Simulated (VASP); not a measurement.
A convergence study with VASP on TiO2 (rutile): a few settings are varied, all else stays as given below, so the limit is that of these other settings. The cell's lengths are 1 % over those of the tabulated start and one atom is moved, so it is off equilibrium.

```yaml
crystal:
  lattice:
    - [4.63590, 0.00000, 0.00000]
    - [0.00000, 4.63590, 0.00000]
    - [0.00000, 0.00000, 2.98960]
  atoms:
    - { symbol: Ti, position: [0.00000, 0.00000, 0.00000] }
    - { symbol: Ti, position: [0.50000, 0.50000, 0.50000] }
    - { symbol: O, position: [0.30500, 0.30500, 0.00000] }
    - { symbol: O, position: [0.80500, 0.19500, 0.50000] }
    - { symbol: O, position: [0.19500, 0.80500, 0.50000] }
    - { symbol: O, position: [0.70807, 0.69500, 0.00000] }
```

The numbers are results of PBEsol GGA, VASP's PBE PAW potentials (set 64) (plane waves; VASP), not measurements. The last row used: ADDGRID = .TRUE., 600 eV cut-off, 6×6×8 Γ-centred mesh, Gaussian smearing of 0.050 eV, potentials Ti_sv O.

Gaps are read on the run's mesh, which can miss a band edge.

```json
[
 {"setting": "ADDGRID = unset, ENCUT = 300, PREC = Low", "E (eV/atom)": "-9.4320", "pressure (GPa)": "-55.80", "largest force (eV/Å)": "0.824", "gap on the mesh (eV)": "1.657", "plane waves": "784"},
 {"setting": "ADDGRID = unset, ENCUT = 300, PREC = Normal", "E (eV/atom)": "-9.4312", "pressure (GPa)": "-55.81", "largest force (eV/Å)": "0.832", "gap on the mesh (eV)": "1.657", "plane waves": "784"},
 {"setting": "ADDGRID = .TRUE., ENCUT = 300, PREC = Normal", "E (eV/atom)": "-9.4312", "pressure (GPa)": "-55.81", "largest force (eV/Å)": "0.833", "gap on the mesh (eV)": "1.657", "plane waves": "784"},
 {"setting": "ADDGRID = .TRUE., ENCUT = 300, PREC = Accurate", "E (eV/atom)": "-9.4281", "pressure (GPa)": "-55.82", "largest force (eV/Å)": "0.825", "gap on the mesh (eV)": "1.656", "plane waves": "784"},
 {"setting": "ADDGRID = unset, ENCUT = 400, PREC = Low", "E (eV/atom)": "-9.3467", "pressure (GPa)": "-14.76", "largest force (eV/Å)": "0.765", "gap on the mesh (eV)": "1.678", "plane waves": "1188"},
 {"setting": "ADDGRID = unset, ENCUT = 400, PREC = Normal", "E (eV/atom)": "-9.3457", "pressure (GPa)": "-14.77", "largest force (eV/Å)": "0.771", "gap on the mesh (eV)": "1.679", "plane waves": "1188"},
 {"setting": "ADDGRID = .TRUE., ENCUT = 400, PREC = Normal", "E (eV/atom)": "-9.3457", "pressure (GPa)": "-14.77", "largest force (eV/Å)": "0.771", "gap on the mesh (eV)": "1.679", "plane waves": "1188"},
 {"setting": "ADDGRID = .TRUE., ENCUT = 400, PREC = Accurate", "E (eV/atom)": "-9.3452", "pressure (GPa)": "-14.82", "largest force (eV/Å)": "0.770", "gap on the mesh (eV)": "1.678", "plane waves": "1188"},
 {"setting": "ADDGRID = unset, ENCUT = 500, PREC = Low", "E (eV/atom)": "-9.3383", "pressure (GPa)": "-8.24", "largest force (eV/Å)": "0.765", "gap on the mesh (eV)": "1.672", "plane waves": "1648"},
 {"setting": "ADDGRID = unset, ENCUT = 500, PREC = Normal", "E (eV/atom)": "-9.3373", "pressure (GPa)": "-8.25", "largest force (eV/Å)": "0.772", "gap on the mesh (eV)": "1.672", "plane waves": "1648"},
 {"setting": "ADDGRID = .TRUE., ENCUT = 500, PREC = Normal", "E (eV/atom)": "-9.3373", "pressure (GPa)": "-8.26", "largest force (eV/Å)": "0.771", "gap on the mesh (eV)": "1.672", "plane waves": "1648"},
 {"setting": "ADDGRID = .TRUE., ENCUT = 500, PREC = Accurate", "E (eV/atom)": "-9.3372", "pressure (GPa)": "-8.28", "largest force (eV/Å)": "0.771", "gap on the mesh (eV)": "1.672", "plane waves": "1648"},
 {"setting": "ADDGRID = unset, ENCUT = 600, PREC = Low", "E (eV/atom)": "-9.3395", "pressure (GPa)": "-8.33", "largest force (eV/Å)": "0.765", "gap on the mesh (eV)": "1.672", "plane waves": "2170"},
 {"setting": "ADDGRID = unset, ENCUT = 600, PREC = Normal", "E (eV/atom)": "-9.3385", "pressure (GPa)": "-8.34", "largest force (eV/Å)": "0.772", "gap on the mesh (eV)": "1.673", "plane waves": "2170"},
 {"setting": "ADDGRID = .TRUE., ENCUT = 600, PREC = Normal", "E (eV/atom)": "-9.3385", "pressure (GPa)": "-8.35", "largest force (eV/Å)": "0.772", "gap on the mesh (eV)": "1.673", "plane waves": "2170"},
 {"setting": "ADDGRID = .TRUE., ENCUT = 600, PREC = Accurate", "E (eV/atom)": "-9.3385", "pressure (GPa)": "-8.34", "largest force (eV/Å)": "0.772", "gap on the mesh (eV)": "1.673", "plane waves": "2170"}
]
```

Left out are rungs that failed or repeat a setting and relaxations that didn't move; long series are thinned to 24 rows.

The compound is TiO2 in the rutile structure. The cell was not relaxed at this level, it is distorted from the ideal structure.
